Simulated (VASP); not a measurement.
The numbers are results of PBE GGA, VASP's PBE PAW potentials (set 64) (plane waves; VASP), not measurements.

The input files of a VASP run:

**INCAR**
```
EDIFF=1E-7   # SCF stop (eV)
LCHARG=.False.
ENCUT=520
SIGMA=0.05
NELM=100   # most electronic steps
PREC=Accurate
LREAL=.False.   # projection in real space or not
ICHARG=11   # fixed density
LWAVE=.False.
LASPH=.True.   # aspherical one-centre terms
GGA=PE   # PBE
ISMEAR=0   # Gaussian
ALGO=Normal   # blocked Davidson
LORBIT=11
SYSTEM=AlN
```

File KPOINTS:
```
k-points along high-symmetry lines
10
Line-mode
Reciprocal
  0.000000   0.000000   0.000000 ! GAMMA
  0.000000   0.500000   0.000000 ! M

  0.000000   0.500000   0.000000 ! M
 -0.333333   0.666667   0.000000 ! K

 -0.333333   0.666667   0.000000 ! K
  0.000000   0.000000   0.000000 ! GAMMA

  0.000000   0.000000   0.000000 ! GAMMA
  0.000000   0.000000   0.500000 ! A

  0.000000   0.000000   0.500000 ! A
  0.000000   0.500000   0.500000 ! L

  0.000000   0.500000   0.500000 ! L
 -0.333333   0.666667   0.500000 ! H

 -0.333333   0.666667   0.500000 ! H
  0.000000   0.000000   0.500000 ! A

  0.000000   0.500000   0.500000 ! L
  0.000000   0.500000   0.000000 ! M

 -0.333333   0.666667   0.500000 ! H
 -0.333333   0.666667   0.000000 ! K
```

File POSCAR:
```
AlN
1.0
  1.5650905720  -2.7108163832   0.0000000000
  1.5650905720   2.7108163832   0.0000000000
  0.0000000000   0.0000000000   5.0117302543
Al N
2 2
Direct
  0.6666670000   0.3333330000   0.5000492216
  0.3333330000   0.6666670000   0.0000492216
  0.6666670000   0.3333330000   0.8819507784
  0.3333330000   0.6666670000   0.3819507784
```

POTCAR, in this order: Al N (PBE.64 set). Program: vasp_std. Read from the step before: CHGCAR.

Output

OUTCAR:
```
 ion  position               nearest neighbor table
   1  0.667  0.333  0.500-   4 1.90   4 1.90   4 1.90   3 1.91   2 3.09   2 3.09   2 3.09   2 3.09
                             2 3.09   2 3.09
   2  0.333  0.667  0.000-   3 1.90   3 1.90   3 1.90   4 1.91   1 3.09   1 3.09   1 3.09   1 3.09
                             1 3.09   1 3.09
   3  0.667  0.333  0.882-   2 1.90   2 1.90   2 1.90   1 1.91
   4  0.333  0.667  0.382-   1 1.90   1 1.90   1 1.90   2 1.91
  LATTYP: Found a hexagonal cell.
 ALAT       =     3.1301811388
 C/A-ratio  =     1.6010991160
 Subroutine PRICEL returns:
 Original cell was already a primitive cell.
 Subroutine GETGRP returns: Found 12 space group operations
The static configuration has the point symmetry C_3v.
 The point group associated with its full space group is C_6v.
The dynamic configuration has the point symmetry C_3v.
 Subroutine INISYM returns: Found 12 space group operations
   k-points           NKPTS =     90   k-points in BZ     NKDIM =     90   number of bands    NBANDS=     12
   number of dos      NEDOS =    301   number of ions     NIONS =      4
   total plane-waves  NPLWV =  23040
   dimension x,y,z NGX =    24 NGY =   24 NGZ =   40
   dimension x,y,z NGXF=    48 NGYF=   48 NGZF=   80
   ions per type =               2   2
   PREC   = accura    normal or accurate (medium, high low for compatibility)
   ISTART =      0    job   : 0-new  1-cont  2-samecut
   ICHARG =     11    charge: 1-file 2-atom 10-const
   ISPIN  =      1    spin polarized calculation?
   LNONCOLLINEAR =      F non collinear calculations
   LSORBIT =      F    spin-orbit coupling
   INIWAV =      1    electr: 0-lowe 1-rand  2-diag
   ENCUT  =  520.0 eV  38.22 Ry    6.18 a.u.   5.82  5.82  9.32*2*pi/ulx,y,z
   NELM   =    100;   NELMIN=  2; NELMDL= -5     # of ELM steps
   EDIFF  = 0.1E-06   stopping-criterion for ELM
   LREAL  =      F    real-space projection
   NLSPLINE    = F    spline interpolate recip. space projectors
   LMAXMIX     =    2 max onsite mixed and CHGCAR
   VOSKOWN=      0    Vosko Wilk Nusair interpolation
   EDIFFG = 0.1E-05   stopping-criterion for IOM
   NSW    =      0    number of steps for IOM
   NBLOCK =      1;   KBLOCK =      1    inner block; outer block
   IBRION =     -1    ionic relax: 0-MD 1-quasi-New 2-CG
   NFREE  =      0    steps in history (QN), initial steepest desc. (CG)
   ISIF   =      2    stress and relaxation
   ISYM   =      2    0-nonsym 1-usesym 2-fastsym
   TEIN   =    0.0    initial temperature
   TEBEG  =    0.0;   TEEND  =   0.0 temperature during run
   SMASS  =  -3.00    Nose mass-parameter (am)
   PSTRESS=    0.0 pullay stress
   NELECT =      16.0000    total number of electrons
   EFERMI =   0.00;   METHOD = LEGACY
   ISMEAR =     0;   SIGMA  =   0.05  broadening in eV -4-tet -1-fermi 0-gaus
   IALGO  =     38    algorithm
   LDIAG  =      T    sub-space diagonalisation (order eigenvalues)
   IMIX   =      4    mixing-type and parameters
     AMIX     =   0.40;   BMIX     =  1.00
     AMIX_MAG =   1.60;   BMIX_MAG =  1.00
     AMIN     =   0.10
   GGA     = PE    functional components
   VOSKOWN =     0    Vosko Wilk Nusair interpolation
   LHFCALC =     F    Hartree Fock is set to
   LHFONE  =     F    Hartree Fock one center treatment
   AEXX    =    0.0000 exact exchange contribution
   IVDW    =     0    specifies the selected vdW correction
   LEPSILON=     F    determine dielectric tensor
   LRPA    =     F    only Hartree local field effects (RPA)
  energy-cutoff  :      520.00
  volume of cell :       42.53
      direct lattice vectors                 reciprocal lattice vectors
     1.565090572 -2.710816383  0.000000000     0.319470329 -0.184446281  0.000000000
     1.565090572  2.710816383  0.000000000     0.319470329  0.184446281  0.000000000
     0.000000000  0.000000000  5.011730254     0.000000000  0.000000000  0.199531888
 k-point     1 :   0.0000 0.0000 0.0000  plane waves:    1117
 k-point     2 :   0.0000 0.0556 0.0000  plane waves:    1118
 k-point     3 :   0.0000 0.1111 0.0000  plane waves:    1130
 k-point     4 :   0.0000 0.1667 0.0000  plane waves:    1148
...
```

### OSZICAR
```
       N       E                     dE             d eps       ncg     rms          rms(c)
DAV:   1     0.473197483410E+02    0.47320E+02   -0.73960E+03  2160   0.118E+03
DAV:   2    -0.253913572847E+02   -0.72711E+02   -0.65989E+02  3060   0.205E+02
DAV:   3    -0.290225870180E+02   -0.36312E+01   -0.36093E+01  2788   0.500E+01
DAV:   4    -0.290565754371E+02   -0.33988E-01   -0.33974E-01  2516   0.552E+00
DAV:   5    -0.290571195765E+02   -0.54414E-03   -0.54411E-03  2720   0.711E-01
DAV:   6    -0.290571331451E+02   -0.13569E-04   -0.13569E-04  2556   0.114E-01
DAV:   7    -0.290571335533E+02   -0.40819E-06   -0.40820E-06  2668   0.198E-02
DAV:   8    -0.290571335661E+02   -0.12761E-07   -0.12710E-07  2128   0.355E-03
   1 F= -.29057134E+02 E0= -.29057134E+02  d E =-.459545E-16
```

### OUTCAR
```
 val. band max:        5.9863827305   @ k =  -0.0000   0.0000   0.0000

 cond. band min:      10.0322861391   @ k =  -0.0000   0.0000   0.0000



 k-point     1 :       0.0000    0.0000    0.0000
  band No.  band energies     occupation
      1      -9.0986      2.00000
      2      -7.0070      2.00000
      3       0.0708      2.00000
      4       5.1235      2.00000
      5       5.1236      2.00000
      6       5.7699      2.00000
      7       5.7699      2.00000
      8       5.9864      2.00000
      9      10.0323      0.00000
     10      12.4850      0.00000
     11      16.4557      0.00000
     12      17.0001      0.00000

 k-point     2 :       0.0000    0.0556    0.0000
  band No.  band energies     occupation
      1      -9.0600      2.00000
      2      -6.9850      2.00000
      3       0.1170      2.00000
      4       4.9365      2.00000
      5       5.0704      2.00000
      6       5.5723      2.00000
      7       5.7649      2.00000
      8       5.9703      2.00000
      9      10.2327      0.00000
     10      12.6568      0.00000
     11      16.2951      0.00000
     12      16.7054      0.00000

 k-point     3 :       0.0000    0.1111    0.0000
  band No.  band energies     occupation
      1      -8.9454      2.00000
      2      -6.9215      2.00000
      3       0.2547      2.00000
      4       4.4274      2.00000
      5       4.9297      2.00000
      6       5.0907      2.00000
      7       5.7412      2.00000
      8       5.9158      2.00000
      9      10.7232      0.00000
     10      13.0920      0.00000
     11      15.8263      0.00000
     12      16.0894      0.00000

 k-point     4 :       0.0000    0.1667    0.0000
  band No.  band energies     occupation
      1      -8.7595      2.00000
      2      -6.8244      2.00000
      3       0.4807      2.00000
      4       3.7212      2.00000
      5       4.4847      2.00000
      6       4.7384      2.00000
      7       5.6889      2.00000
...
```

The density is held fixed in this step, so its total energy and stress have no physical meaning.

The compound is AlN in the wurtzite structure. It was relaxed first.
